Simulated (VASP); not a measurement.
# MnRuN2 (P6_3/mmc) in VASP: relaxation of cell and atoms with PBE

Aim: the relaxation of cell and atoms of MnRuN2 with PBE.

Everything below comes from runs of VASP 6.6.1. Logs are shortened: lines on timing, memory, paths and dates and some standing lists are left out, and cuts for length are marked.

## Step 1: The crystal as given

Symmetry: P6_3/mmc, No. 194, hexagonal system. The conventional cell has a = 3.050 Å, b = 3.050 Å, c = 11.100 Å, α = 90.00°, β = 90.00°, γ = 120.00°. Around Mn (site symmetry -3m) lie 6 N at 2.28 Å. Ru (site symmetry -6m2) is surrounded by 6 N at 2.21 Å. N (site symmetry 3m) is surrounded by 3 Ru at 2.21 Å and 3 Mn at 2.28 Å.

The cell was built by a generator and needn't be a form met in nature.

## Step 2: Relaxation of cell and atoms, PBE, collinear spin, ferromagnetic start

Contents of INCAR:

```
ALGO = Fast ; EDIFF = 1E-4
EDIFFG = -0.08 ; ENCUT = 520
GGA = PE ; IBRION = 2
ISIF = 3 ; ISMEAR = 0
ISPIN = 2 ; LASPH = T
LCHARG = F ; LMAXMIX = 4
LORBIT = 11 ; LREAL = F
LWAVE = F ; MAGMOM = 4 4 1 1 0 0 0 0
NELM = 60 ; NSW = 24
PREC = Normal ; SIGMA = 0.15
```

Contents of KPOINTS:

```
k-points
0
Gamma
  5 5 2
```

Contents of POSCAR:

```
MnRuN2
1.0
    3.0500000000      0.0000000000      0.0000000000
   -1.5250000000      2.6413774800      0.0000000000
    0.0000000000      0.0000000000     11.1000000000
Mn Ru N
2 2 4
Direct
    0.0000000000      0.0000000000      0.5000000000
    0.0000000000      0.0000000000      0.0000000000
    0.6666666700      0.3333333300      0.2500000000
    0.3333333300      0.6666666700      0.7500000000
    0.3333333300      0.6666666700      0.1300000000
    0.3333333300      0.6666666700      0.3700000000
    0.6666666700      0.3333333300      0.6300000000
    0.6666666700      0.3333333300      0.8700000000
```

Potentials or basis: VASP PAW PBE potentials, release 64 (Mn_pv, Ru_pv, N).

Command:

```bash
> cat potpaw_PBE.64/Mn_pv/POTCAR potpaw_PBE.64/Ru_pv/POTCAR potpaw_PBE.64/N/POTCAR > POTCAR
> mpirun -np 1 vasp_std > vasp.out
```

OUTCAR:

```text
EDIFF = 1E-4
   EDIFFG = -0.08
   ENCUT = 520
   GGA = PE
   IBRION = 2
   ISIF = 3
   ISMEAR = 0
   ISPIN = 2
   LASPH = T
   LORBIT = 11
   LREAL = F
   NELM = 60
   NSW = 24
   PREC = Normal

 ion  position               nearest neighbor table
   1  0.000  0.000  0.500-   6 2.28   7 2.28   6 2.28   7 2.28   7 2.28   6 2.28
   2  0.000  0.000  0.000-   5 2.28   8 2.28   5 2.28   8 2.28   8 2.28   5 2.28
   3  0.667  0.333  0.250-   5 2.21   6 2.21   5 2.21   6 2.21   5 2.21   6 2.21
   4  0.333  0.667  0.750-   7 2.21   8 2.21   7 2.21   8 2.21   7 2.21   8 2.21
   5  0.333  0.667  0.130-   3 2.21   3 2.21   3 2.21   2 2.28   2 2.28   2 2.28
   6  0.333  0.667  0.370-   3 2.21   3 2.21   3 2.21   1 2.28   1 2.28   1 2.28
   7  0.667  0.333  0.630-   4 2.21   4 2.21   4 2.21   1 2.28   1 2.28   1 2.28
   8  0.667  0.333  0.870-   4 2.21   4 2.21   4 2.21   2 2.28   2 2.28   2 2.28

  LATTYP: Found a hexagonal cell.
 ALAT       =     3.0500000000
 C/A-ratio  =     3.6393442623

  Lattice vectors:

 A1 = (   3.0500000000,   0.0000000000,   0.0000000000)
 A2 = (  -1.5250000000,   2.6413774800,   0.0000000000)
 A3 = (   0.0000000000,   0.0000000000,  11.1000000000)

Analysis of symmetry for initial positions (statically):
=====================================================================
 Subroutine PRICEL returns:
 Original cell was already a primitive cell.

 Routine SETGRP: Setting up the symmetry group for a
 hexagonal supercell.

 Subroutine GETGRP returns: Found 24 space group operations
 (whereof 12 operations were pure point group operations)
 out of a pool of 24 trial point group operations.

The static configuration has the point symmetry D_3d.
 The point group associated with its full space group is D_6h.

Analysis of symmetry for dynamics (positions and initial velocities):
=====================================================================
 Subroutine PRICEL returns:
 Original cell was already a primitive cell.

 Routine SETGRP: Setting up the symmetry group for a
 hexagonal supercell.

 Subroutine GETGRP returns: Found 24 space group operations
 (whereof 12 operations were pure point group operations)
 out of a pool of 24 trial point group operations.

The dynamic configuration has the point symmetry D_3d.
 The point group associated with its full space group is D_6h.

Analysis of structural, dynamic, and magnetic symmetry:
=====================================================================
 Subroutine PRICEL returns:
 Original cell was already a primitive cell.

 Routine SETGRP: Setting up the symmetry group for a
 hexagonal supercell.

 Subroutine GETGRP returns: Found 24 space group operations
 (whereof 12 operations were pure point group operations)
 out of a pool of 24 trial point group operations.

The overall configuration has the point symmetry D_3d.
 The point group associated with its full space group is D_6h.

 Subroutine INISYM returns: Found 24 space group operations
 (whereof 12 operations are pure point group operations),
 and found     1 'primitive' translations

----------------------------------------------------------------------------------------

                                     Primitive cell

  volume of cell :      89.4238

  direct lattice vectors                    reciprocal lattice vectors
     3.050000000  0.000000000  0.000000000     0.327868852  0.189295170  0.000000000
    -1.525000000  2.641377480  0.000000000     0.000000000  0.378590341  0.000000000
     0.000000000  0.000000000 11.100000000     0.000000000  0.000000000  0.090090090

  length of vectors
     3.050000000  3.049999999 11.100000000     0.378590341  0.378590341  0.090090090

  position of ions in fractional coordinates (direct lattice)
     0.000000000  0.000000000  0.500000000
     0.000000000  0.000000000  0.000000000
     0.666666670  0.333333330  0.250000000
     0.333333330  0.666666670  0.750000000
     0.333333330  0.666666670  0.130000000
     0.333333330  0.666666670  0.370000000
     0.666666670  0.333333330  0.630000000
     0.666666670  0.333333330  0.870000000

  ion indices of the primitive-cell ions
   primitive index   ion index
                 1           1
                 2           2
                 3           3
                 4           4
                 5           5
                 6           6
                 7           7
                 8           8

----------------------------------------------------------------------------------------

 KPOINTS: k-points

Automatic generation of k-mesh.
 Grid dimensions read from file:
 generate k-points for:    5    5    2

 Generating k-lattice:

  Cartesian coordinates                     Fractional coordinates (reciprocal lattice)
     0.065573770  0.037859034  0.000000000     0.200000000 -0.000000000  0.000000000
     0.000000000  0.075718068  0.000000000     0.000000000  0.200000000  0.000000000
     0.000000000  0.000000000  0.045045045     0.000000000  0.000000000  0.500000000

  Length of vectors
     0.075718068  0.075718068  0.045045045

  Shift w.r.t. Gamma in fractional coordinates (k-lattice)
     0.000000000  0.000000000  0.000000000

 Subroutine IBZKPT returns following result:
 ===========================================

 Found     10 irreducible k-points:

 Following reciprocal coordinates:
            Coordinates               Weight
  0.000000  0.000000  0.000000      1.000000
  0.200000  0.000000  0.000000      6.000000
  0.400000  0.000000  0.000000      6.000000
  0.200000  0.200000  0.000000      6.000000
  0.400000  0.200000  0.000000      6.000000
  0.000000  0.000000  0.500000      1.000000
  0.200000  0.000000  0.500000      6.000000
  0.400000  0.000000  0.500000      6.000000
  0.200000  0.200000  0.500000      6.000000
  0.400000  0.200000  0.500000      6.000000
   k-points           NKPTS =     10   k-points in BZ     NKDIM =     10   number of bands    NBANDS=     49
   number of dos      NEDOS =    301   number of ions     NIONS =      8
   total plane-waves  NPLWV =  20736
   dimension x,y,z NGX =    18 NGY =   18 NGZ =   64
   dimension x,y,z NGXF=    36 NGYF=   36 NGZF=  128
   ions per type =               2   2   4
   NGX,Y,Z   is equivalent  to a cutoff of   9.81,  9.81,  9.59 a.u.
   NGXF,Y,Z  is equivalent  to a cutoff of  19.62, 19.62, 19.17 a.u.
 SYSTEM =  unknown system
   PREC   = normal    normal or accurate (medium, high low for compatibility)
   ISTART =      0    job   : 0-new  1-cont  2-samecut
   ICHARG =      2    charge: 1-file 2-atom 10-const
   ISPIN  =      2    spin polarized calculation?
   LNONCOLLINEAR =      F non collinear calculations
   LSORBIT =      F    spin-orbit coupling
   LASPH  =      T    aspherical Exc in radial PAW
   ENCUT  =  520.0 eV  38.22 Ry    6.18 a.u.   5.67  5.67 20.64*2*pi/ulx,y,z
   NELM   =     60;   NELMIN=  2; NELMDL= -5     # of ELM steps
   EDIFF  = 0.1E-03   stopping-criterion for ELM
   LREAL  =      F    real-space projection
   EDIFFG = -.8E-01   stopping-criterion for IOM
   NSW    =     24    number of steps for IOM
   IBRION =      2    ionic relax: 0-MD 1-quasi-New 2-CG
   NFREE  =      1    steps in history (QN), initial steepest desc. (CG)
   ISIF   =      3    stress and relaxation
   ISYM   =      2    0-nonsym 1-usesym 2-fastsym
   POTIM  = 0.5000    time-step for ionic-motion
   TEBEG  =    0.0;   TEEND  =   0.0 temperature during run
   PSTRESS=    0.0 pullay stress
   NELECT =      74.0000    total number of electrons
   NUPDOWN=      -1.0000    fix difference up-down
   EMIN   =  10.00;   EMAX   =-10.00  energy-range for DOS
   EFERMI =   0.00;   METHOD = LEGACY
   ISMEAR =     0;   SIGMA  =   0.15  broadening in eV -4-tet -1-fermi 0-gaus
   EFERMI_NEDOS =   21; number of points for ismear=-14 and -15
   IALGO  =     68    algorithm
   IMIX   =      4    mixing-type and parameters
     AMIX     =   0.40;   BMIX     =  1.00
     AMIX_MAG =   1.60;   BMIX_MAG =  1.00
  volume/ion in A,a.u.               =      11.18        75.43
  Fermi-wavevector in a.u.,A,eV,Ry     =   1.536978  2.904467 32.141060  2.362301
  Thomas-Fermi vector in A             =   2.643551
   LORBIT       =     11    0 simple, 1 ext, 2 COOP (PROOUT), +10 PAW based schemes
   GGA     = PE    functional components
   LHFCALC =     F    Hartree Fock is set to
   AEXX    =    0.0000 exact exchange contribution
   IVDW    =     0    specifies the selected vdW correction
   LEPSILON=     F    determine dielectric tensor
   LRPA    =     F    only Hartree local field effects (RPA)
 conjugate gradient relaxation of ions
 spin polarized calculation
 RMM-DIIS sequential band-by-band and
 Gauss-broadening in eV      SIGMA  =   0.15
  energy-cutoff  :      520.00
  volume of cell :       89.42
 maximum number of plane-waves:      2429
   NGX = 11   NGY = 11   NGZ = 41

--------------------------------------- Ionic step        1  -------------------------------------------

 number of electron      74.0000000 magnetization      10.0000000

 number of electron      74.0000018 magnetization       7.1454881

 Free energy of the ion-electron system (eV)
  ---------------------------------------------------
  ext. energy  EPLUGINS =         0.00000000
  ---------------------------------------------------
  free energy    TOTEN  =       -65.30421220 eV

  energy without entropy =      -65.25016877  energy(sigma->0) =      -65.27719048

 E-fermi :   8.7332     XC(G=0): -12.4976

 val. band max:        8.6657146879   @ k =   0.2000   0.0000   0.0000
 cond. band min:       8.7609572324   @ k =   0.4000   0.2000   0.0000
 fundamental gap:      0.0952425445
 Fermi energy:         8.7332452225

 spin component 1

 k-point     1 :       0.0000    0.0000    0.0000
  band No.  band energies     occupation
      1     -41.5311      1.00000
      2     -41.5310      1.00000
      3     -41.4846      1.00000
      4     -41.4846      1.00000
      5     -41.4846      1.00000
      6     -41.4846      1.00000
[... 1365 lines left out ...]
  energy  without entropy=      -66.2904054736  energy(sigma->0) =      -66.33238557

--------------------------------------- Ionic step        9  -------------------------------------------

 number of electron      74.0000162 magnetization       5.6403948

 Free energy of the ion-electron system (eV)
  ---------------------------------------------------
  ext. energy  EPLUGINS =         0.00000000
  ---------------------------------------------------
  free energy    TOTEN  =       -66.37964682 eV

  energy without entropy =      -66.29435372  energy(sigma->0) =      -66.33700027

 E-fermi :  11.0607     XC(G=0): -13.4435

 val. band max:       11.0499295886   @ k =   0.2000   0.0000   0.5000
 cond. band min:      11.0639734198   @ k =   0.4000   0.0000   0.0000
 fundamental gap:      0.0140438312
 Fermi energy:        11.0606635786

 spin component 1

 k-point     1 :       0.0000    0.0000    0.0000
  band No.  band energies     occupation
      1     -39.2448      1.00000
      2     -39.2437      1.00000
      3     -39.2029      1.00000
      4     -39.2029      1.00000
      5     -39.2029      1.00000
      6     -39.2029      1.00000
[... 1067 lines left out ...]
  FREE ENERGIE OF THE ION-ELECTRON SYSTEM (eV)
  ---------------------------------------------------
  free  energy   TOTEN  =       -66.3796468231 eV

  energy  without entropy=      -66.2943537210  energy(sigma->0) =      -66.33700027

 reached required accuracy - stopping structural energy minimisation

 total charge

# of ion       s       p       d       tot
------------------------------------------
    1        0.278   6.301   5.100  11.679
    2        0.278   6.301   5.100  11.679
    3        0.280   6.263   5.975  12.518
    4        0.280   6.263   5.975  12.518
    5        1.254   2.387   0.000   3.641
    6        1.254   2.387   0.000   3.641
    7        1.254   2.387   0.000   3.641
    8        1.254   2.387   0.000   3.641
--------------------------------------------------
tot          6.135  34.676  22.149  62.960

 magnetization (x)

# of ion       s       p       d       tot
------------------------------------------
    1        0.022   0.021   2.965   3.008
    2        0.022   0.021   2.965   3.008
    3        0.005  -0.004  -0.234  -0.233
    4        0.005  -0.004  -0.234  -0.233
    5        0.012  -0.019   0.000  -0.007
    6        0.012  -0.019   0.000  -0.007
    7        0.012  -0.019   0.000  -0.007
    8        0.012  -0.019   0.000  -0.007
--------------------------------------------------
tot          0.101  -0.041   5.462   5.522
```

It took 3.5 min on 1 thread of Intel Xeon 6975P-C (Granite Rapids), shared host; peak memory 0.21 GiB.

Results:

| Quantity | Value |
| --- | --- |
| Free energy | -66.3796 eV |
| Relaxed volume | 9.56 Å³/atom |
| Relaxed cell | a = 2.972 Å, b = 2.972 Å, c = 9.993 Å, α = 90.00°, β = 90.00°, γ = 120.00° |
| Space group after relaxing (to 0.05 Å) | P6_3/mmc (No. 194) |
| Energy gained by relaxing | 134.4 meV/atom |
| Ionic steps | 9 |
| Pressure after relaxing | -0.2 GPa |
| Largest force after relaxing | 0.009 eV/Å |
| Band gap on the k mesh | none (metal or under the smearing width) |
| Net moment | 5.64 μB per cell |
| Site moments | Mn +3.01; Ru -0.23; N -0.01 μB |
| Valence electrons inside the program's atomic spheres | Mn 11.68; Ru 12.52; N 3.64 |

Forces in eV/Å, atoms in the order of the input:
```
Mn   0.000  0.000  0.000
Mn   0.000  0.000  0.000
Ru   0.000  0.000  0.000
Ru   0.000  0.000  0.000
N    0.000  0.000  0.009
N    0.000  0.000 -0.009
N    0.000  0.000  0.009
N    0.000  0.000 -0.009
```

The path:
```tsv
step	energy change (eV)	largest force (eV/Å)	pressure (GPa)	volume (Å³)
1	0.0000	0.0444	-20.59	89.42
2	-0.2374	2.1795	24.67	72.05
3	-0.7700	0.8696	0.15	79.37
4	-0.7702	0.8909	1.15	79.18
5	-0.9187	0.6467	-0.06	78.41
6	-1.0667	0.0356	-0.86	76.44
7	-1.0699	0.1088	-0.36	76.73
8	-1.0702	0.0836	-0.21	76.68
9	-1.0754	0.0094	-0.17	76.46
```

Final structure:
```xyz
8
Lattice="2.9724 0.0000 0.0000 -1.4862 2.5742 0.0000 0.0000 0.0000 9.9925" Properties=species:S:1:pos:R:3 pbc="T T T"
Mn    0.0000    0.0000    4.9963
Mn    0.0000    0.0000    9.9925
Ru    1.4862    0.8581    2.4981
Ru    0.0000    1.7161    7.4944
N     0.0000    1.7161    1.1734
N     0.0000    1.7161    3.8229
N     1.4862    0.8581    6.1697
N     1.4862    0.8581    8.8191
```

Levels at points of the mesh, in eV from the Fermi level:
Spin up:
```tsv
k point	band 36	band 37	band 38	band 39	band 40	band 41	band 42	band 43	band 44	band 45
(0.00, 0.00, 0.00)	-2.02	-2.02	-1.60	-1.51	-1.03	0.12	0.12	0.43	0.43	2.12
(0.00, 0.00, 0.50)	-2.38	-1.91	-1.91	-1.18	-1.18	0.36	0.36	0.36	0.36	2.10
```
Spin down:
```csv
k point,band 30,band 31,band 32,band 33,band 34,band 35,band 36,band 37,band 38,band 39
"(0.00, 0.00, 0.00)",-1.96,-1.96,-1.62,-1.61,-1.61,0.11,0.11,0.25,0.25,0.37
"(0.00, 0.00, 0.50)",-1.69,-1.66,-1.66,-1.66,-1.66,-0.24,-0.24,-0.24,-0.24,0.78
```

Caveat: the k mesh is coarse (spacing up to 0.48 Å⁻¹), so the values aren't converged; only a ferromagnetic start was run, and an antiferromagnetic order may lie lower in energy; the relaxation stopped at a loose force limit of 0.08 eV/Å, so its end isn't a converged minimum.
